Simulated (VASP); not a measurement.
Write the native input for VASP 6.6.1 that does the following.

```
Task                   : single point
Functional             : PBE
Potentials or basis    : VASP PAW PBE potentials, release 64 (Ta_pv)
Cutoff                 : 520 eV
k mesh                 : 24 × 24 × 24
Occupations            : gaussian, width 0.1 eV
Spin                   : no spin polarisation
Further INCAR settings : ALGO = Fast; EDIFF = 1e-07; NBANDS = 12
```

The structure of Ta lies in POSCAR:

```
Ta
1.0
   -1.6512800000      1.6512800000      1.6512800000
    1.6512800000     -1.6512800000      1.6512800000
    1.6512800000      1.6512800000     -1.6512800000
Ta
1
Direct
    0.0000000000      0.0000000000      0.0000000000
```

These files were run (other wordings do the same):

INCAR

```
PREC     = Accurate       # precision mode
ENCUT    = 520            # plane-wave cutoff, eV
EDIFF    = 1E-7           # SCF threshold, eV
ISMEAR   = 0              # smearing method
SIGMA    = 0.1            # smearing width, eV
LREAL    = F              # projectors in reciprocal space
LASPH    = T              # aspherical terms in the spheres
NELM     = 80             # most SCF steps
ALGO     = Fast           # electronic algorithm
ISIF     = 2              # what is computed and relaxed
LWAVE    = F              # write WAVECAR
LCHARG   = F              # write CHGCAR
GGA      = PE             # functional
NBANDS   = 12             # bands
```

KPOINTS

```
regular mesh
0
Gamma
  24 24 24
```

Potentials or basis: VASP PAW PBE potentials, release 64 (Ta_pv).

Command:

```bash
$ cat potpaw_PBE.64/Ta_pv/POTCAR > POTCAR
$ mpirun -np 1 vasp_std > vasp.out
```

It gave:

```yaml
Pressure: 3.1 GPa
Band_gap_on_the_k_mesh: none (metal or under the smearing width)
```

Wall time 38 s on 1 thread of Intel(R) Xeon(R) Platinum 8559C (Emerald Rapids), on a shared host, peak memory 0.2 GiB.
